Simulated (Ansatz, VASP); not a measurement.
## Two plane-wave programs on Ba2Tl5V3O12

INCAR

```
SYSTEM = Ba2Tl5V3O12
PREC = Accurate ; ENCUT = 520
EDIFF = 1E-7 ; ISMEAR = -1
SIGMA = 0.05 ; LREAL = .FALSE.
LASPH = .TRUE. ; NELM = 120
ALGO = Normal ; ISIF = 2
LWAVE = .FALSE. ; LCHARG = .FALSE.
ISPIN = 2 ; MAGMOM = 0 0 2 2 2 0 0 0 0 0 0 0 0 0 0 0 0 0 0 0 0 0
LORBIT = 11 ; LMAXMIX = 4
GGA = PE ; NBANDS = 119
KPAR = 4
```

KPOINTS

```
regular mesh
0
G
  4 4 4
  0 0 0
```

The input POSCAR:

```
Ba2Tl5V3O12
1.0
    4.1504867509      2.3962831309      6.0032955087
   -4.1504867509      2.3962831309      6.0032955087
    0.0000000000     -4.7925662617      6.0032955087
Ba V Tl O
2 3 5 12
Direct
    0.5000000000      0.5000000000      0.5000000000
    0.0000000000      0.0000000000      0.0000000000
    0.5000000000      0.5000000000      0.0000000000
    0.0000000000      0.5000000000      0.5000000000
    0.5000000000      0.0000000000      0.5000000000
    0.0000000000      0.0000000000      0.5000000000
    0.5000000000      0.0000000000      0.0000000000
    0.0000000000      0.5000000000      0.0000000000
    0.7404500000      0.7404500000      0.7404500000
    0.2595500000      0.2595500000      0.2595500000
    0.7165200000      0.0808900000      0.4124200000
    0.4124200000      0.7165200000      0.0808900000
    0.0808900000      0.4124200000      0.7165200000
    0.5875700000      0.9191100000      0.2834800000
    0.9191100000      0.2834800000      0.5875700000
    0.2834800000      0.5875700000      0.9191100000
    0.2834800000      0.9191100000      0.5875700000
    0.5875700000      0.2834800000      0.9191100000
    0.9191100000      0.5875700000      0.2834800000
    0.4124200000      0.0808900000      0.7165200000
    0.0808900000      0.7165200000      0.4124200000
    0.7165200000      0.4124200000      0.0808900000
```

The input input.yaml:

```yaml
crystal:
  lattice:
    - [4.1504867509, 2.3962831309, 6.0032955087]
    - [-4.1504867509, 2.3962831309, 6.0032955087]
    - [0.0, -4.7925662617, 6.0032955087]
  atoms:
    - { symbol: Ba, position: [0.5, 0.5, 0.5] }
    - { symbol: Ba, position: [0.0, 0.0, 0.0] }
    - { symbol: V, position: [0.5, 0.5, 0.0], spin: 2.0 }
    - { symbol: V, position: [0.0, 0.5, 0.5], spin: 2.0 }
    - { symbol: V, position: [0.5, 0.0, 0.5], spin: 2.0 }
    - { symbol: Tl, position: [0.0, 0.0, 0.5] }
    - { symbol: Tl, position: [0.5, 0.0, 0.0] }
    - { symbol: Tl, position: [0.0, 0.5, 0.0] }
    - { symbol: Tl, position: [0.74045, 0.74045, 0.74045] }
    - { symbol: Tl, position: [0.25955, 0.25955, 0.25955] }
    - { symbol: O, position: [0.71652, 0.08089, 0.41242] }
    - { symbol: O, position: [0.41242, 0.71652, 0.08089] }
    - { symbol: O, position: [0.08089, 0.41242, 0.71652] }
    - { symbol: O, position: [0.58757, 0.91911, 0.28348] }
    - { symbol: O, position: [0.91911, 0.28348, 0.58757] }
    - { symbol: O, position: [0.28348, 0.58757, 0.91911] }
    - { symbol: O, position: [0.28348, 0.91911, 0.58757] }
    - { symbol: O, position: [0.58757, 0.28348, 0.91911] }
    - { symbol: O, position: [0.91911, 0.58757, 0.28348] }
    - { symbol: O, position: [0.41242, 0.08089, 0.71652] }
    - { symbol: O, position: [0.08089, 0.71652, 0.41242] }
    - { symbol: O, position: [0.71652, 0.41242, 0.08089] }
hamiltonian:
  xc: pbe
  pseudopotentials: { kind: paw }
magnetization:
  spin_polarized: true
kpoints:
  mp_grid: { grid: [4, 4, 4] }
scf:
  occupations: { method: fermi_dirac, width: 0.05 }
output:
  forces: true
  stress: true
  eigenvalues: true
```

Change from the starting cell: volume scaled by 0.94.

Alike in both runs: task single point; functional PBE; k mesh 4 × 4 × 4; occupations fermi-dirac, width 0.05 eV; collinear spin, ferromagnetic start.

|  | VASP | Ansatz |
| --- | --- | --- |
| version | VASP 6.6.1 | Ansatz 0.2.0 |
| potentials or method | VASP PAW PBE potentials, release 64 (Ba_sv, V_sv, Tl_d, O) | Ansatz PAW |
| plane-wave cutoff (eV) | 520 | 420 |
| valence electrons in the cell | 196 | 196 |

Ansatz gave:

* gap on the k mesh at the Fermi level (eV): none
* pressure (GPa): 6.6
* largest component of the traceless stress (GPa): 1.66
* rms of the force components (eV/Å): 0.373
* net moment per atom (μB): 0.05
* size of the moment on the site where the two differ most (μB): 0.21

**Question.** Which values does VASP return?

**Answer.** gap on the k mesh at the Fermi level (eV): none; pressure (GPa): 7.1; largest component of the traceless stress (GPa): 1.82; rms of the force components (eV/Å): 0.413; net moment per atom (μB): 0.05; size of the moment on the site where the two differ most (μB): 0.32.

Site moments also hang on the region over which each program counts them. Atom by atom the forces differ by 0.040 eV/Å (rms over components). A gap of «none» marks a metal or a gap that the smearing closes. With one functional, cell and mesh, what is left measures potentials, basis and numerics.

Caveats: semilocal functionals often make such compounds metallic where correlation or magnetic order opens a gap, which also shifts bond lengths; the pressure holds a Pulay correction of +0.4 GPa for the finite cutoff (Ansatz). Spin-orbit coupling is left out, which matters for the levels of Ba, Tl.
